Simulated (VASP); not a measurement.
VASP input:

POSCAR:
```
RbH
1
    4.5982680000     0.0000000000     0.0000000000
    0.0000000000     4.5982680000     0.0000000000
    0.0000000000     0.0000000000     5.7942000000
Rb H
2 2
Direct
  0.5000000000   0.0000000000   0.2368000000
  0.0000000000   0.5000000000   0.7632000000
  0.0000000000   0.0000000000   0.0000000000
  0.5000000000   0.5000000000   0.0000000000
```

**KPOINTS**
```
Automatic mesh
0
Gamma
4 4 3
0 0 0
```

INCAR:
```
! general
SYSTEM   =  RbH
PREC     =  Accurate
ENCUT    =  400
LREAL    =  .FALSE.
LASPH    =  .TRUE.

! electronic loop
EDIFF    =  1E-6
NELM     =  100
ALGO     =  Normal
LMAXMIX  =  4

! smearing
ISMEAR   =  0
SIGMA    =  0.05

! functional
GGA      =  PE

! ions
ISIF     =  2

! output
LWAVE    =  .FALSE.
LCHARG   =  .FALSE.
```

POTCAR, in this order: Rb_sv H (PBE.64 set). Program: vasp_std.

Translate this PBE calculation to Ansatz.

One equivalent input (not run):
Ansatz 0.2 input:
```yaml
crystal:
  lattice:
    - [4.5982680, 0.0000000, 0.0000000]
    - [0.0000000, 4.5982680, 0.0000000]
    - [0.0000000, 0.0000000, 5.7942000]
  atoms:
    - { symbol: Rb, position: [0.5000000, 0.0000000, 0.2368000] }
    - { symbol: Rb, position: [0.0000000, 0.5000000, 0.7632000] }
    - { symbol: H, position: [0.0000000, 0.0000000, 0.0000000] }
    - { symbol: H, position: [0.5000000, 0.5000000, 0.0000000] }
kpoints:
  mp_grid: { grid: [4, 4, 3] }
hamiltonian:
  xc: pbe
  pseudopotentials: { kind: paw }
scf:
  occupations: { method: gaussian, width: 0.05 }
  max_iter: 100
output: { forces: true, stress: true, eigenvalues: true }
```
The two are equivalent in intent, not identical: each code has its own PAW files, so the cut-off isn't converted (ENCUT is set for VASP's; basis.ecutwfc is left out, and Ansatz then takes the one that its files recommend); Ansatz stops its SCF on the density residual and VASP on the energy change (EDIFF).

The structure was generated: RbH was put into the litharge type (P4/nmm), which need not be its known phase. The cell was not relaxed at this level.
